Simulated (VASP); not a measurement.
These are PBE GGA, VASP's PBE PAW potentials (set 64) (plane waves; VASP) values and carry that method's errors.

VASP ran on this input.

### INCAR
```
SYSTEM  =  Ni3Al
PREC  =  Accurate; ENCUT  =  425; LREAL  =  F
LASPH  =  T
EDIFF  =  1E-6; NELM  =  100; ALGO  =  Normal
LMAXMIX  =  4
ISMEAR  =  1; SIGMA  =  0.1
GGA  =  PE
MAGMOM  =  0.0 3*0.5
ISPIN  =  2
ISIF  =  2
LWAVE  =  F; LCHARG  =  F; LORBIT  =  10
```

### POSCAR
```
Ni3Al
1
    3.5700000000     0.0000000000     0.0000000000
    0.0000000000     3.5700000000     0.0000000000
    0.0000000000     0.0000000000     3.5700000000
Al Ni
1 3
Direct
  0.0000000000   0.0000000000   0.0000000000
  0.0000000000   0.5000000000   0.5000000000
  0.5000000000   0.0000000000   0.5000000000
  0.5000000000   0.5000000000   0.0000000000
```

File KPOINTS:
```
Automatic mesh
0
Gamma
8 8 8
0 0 0
```

POTCAR, in this order: Al Ni (PBE.64 set). Program: vasp_std.

Output of the run:

**OSZICAR**
```
       N       E                     dE             d eps       ncg     rms          rms(c)
DAV:   1     0.175814339376E+03    0.17581E+03   -0.12754E+04  2948   0.171E+03
DAV:   2    -0.174765335576E+02   -0.19329E+03   -0.18509E+03  2945   0.334E+02
DAV:   3    -0.259107085715E+02   -0.84342E+01   -0.79260E+01  3257   0.969E+01
DAV:   4    -0.260487064960E+02   -0.13800E+00   -0.13757E+00  3356   0.110E+01
DAV:   5    -0.260536076300E+02   -0.49011E-02   -0.49004E-02  3530   0.196E+00    0.195E+01
DAV:   6    -0.271526965638E+02   -0.10991E+01   -0.66631E+01  3298   0.135E+02    0.215E+01
DAV:   7    -0.219237149613E+02    0.52290E+01   -0.20061E+01  3291   0.732E+01    0.245E+00
DAV:   8    -0.219146566798E+02    0.90583E-02   -0.43597E-01  3113   0.537E+00    0.158E+00
DAV:   9    -0.218950592864E+02    0.19597E-01   -0.50686E-02  3762   0.319E+00    0.541E-01
DAV:  10    -0.218943702152E+02    0.68907E-03   -0.34938E-03  3589   0.649E-01    0.144E-01
DAV:  11    -0.218941941181E+02    0.17610E-03   -0.21350E-04  3420   0.169E-01    0.891E-02
DAV:  12    -0.218941520117E+02    0.42106E-04   -0.90461E-05  3961   0.124E-01    0.443E-02
DAV:  13    -0.218941463515E+02    0.56602E-05   -0.11441E-05  3243   0.533E-02    0.152E-02
DAV:  14    -0.218941459000E+02    0.45150E-06   -0.36762E-06  2998   0.247E-02
   1 F= -.21894146E+02 E0= -.21893708E+02  d E =-.131325E-02  mag=     0.7585
```

**OUTCAR**
```
------------------------ aborting loop because EDIFF is reached ----------------------------------------
  FORCE on cell =-STRESS in cart. coord.  units (eV):
  Direction    XX          YY          ZZ          XY          YZ          ZX
  --------------------------------------------------------------------------------------
  Total       -0.2007252     -0.2007252     -0.2007252      0.0000000      0.0000000      0.0000000
  in kB       -7.0681842     -7.0681842     -7.0681842      0.0000000      0.0000000      0.0000000
  external PRESSURE =      -7.0681842 kB  Pullay stress =       0.0000000 kB
  volume of cell :       45.50
      direct lattice vectors                 reciprocal lattice vectors
     3.570000000  0.000000000  0.000000000     0.280112045  0.000000000  0.000000000
     0.000000000  3.570000000  0.000000000     0.000000000  0.280112045  0.000000000
     0.000000000  0.000000000  3.570000000     0.000000000  0.000000000  0.280112045
 POSITION                                       TOTAL-FORCE (eV/Angst)
 -----------------------------------------------------------------------------------
      0.00000      0.00000      0.00000         0.000000      0.000000      0.000000
      0.00000      1.78500      1.78500         0.000000      0.000000      0.000000
      1.78500      0.00000      1.78500         0.000000      0.000000      0.000000
      1.78500      1.78500      0.00000         0.000000      0.000000      0.000000
 -----------------------------------------------------------------------------------
    total drift:                                0.000000     -0.000000     -0.000000
  FREE ENERGIE OF THE ION-ELECTRON SYSTEM (eV)
  ---------------------------------------------------
  free  energy   TOTEN  =       -21.8941459000 eV

  energy  without entropy=      -21.8928326493  energy(sigma->0) =      -21.89370815

 total charge

# of ion       s       p       d       tot
------------------------------------------
    1        0.408   0.389   0.000   0.797
    2        0.490   0.509   8.375   9.374
    3        0.490   0.509   8.375   9.374
    4        0.490   0.509   8.375   9.374
--------------------------------------------------
tot          1.878   1.917  25.124  28.918

 magnetization (x)

# of ion       s       p       d       tot
------------------------------------------
    1       -0.000  -0.008   0.000  -0.009
    2       -0.003  -0.010   0.284   0.271
    3       -0.003  -0.010   0.284   0.271
    4       -0.003  -0.010   0.284   0.271
--------------------------------------------------
tot         -0.010  -0.038   0.851   0.804
```
(Selected blocks of OUTCAR.)

The compound is Ni3Al in the L1_2 structure. The cell was not relaxed at this level. The run is one of a series of settings (ENCUT = 425 against the base run), some of them coarse on purpose.
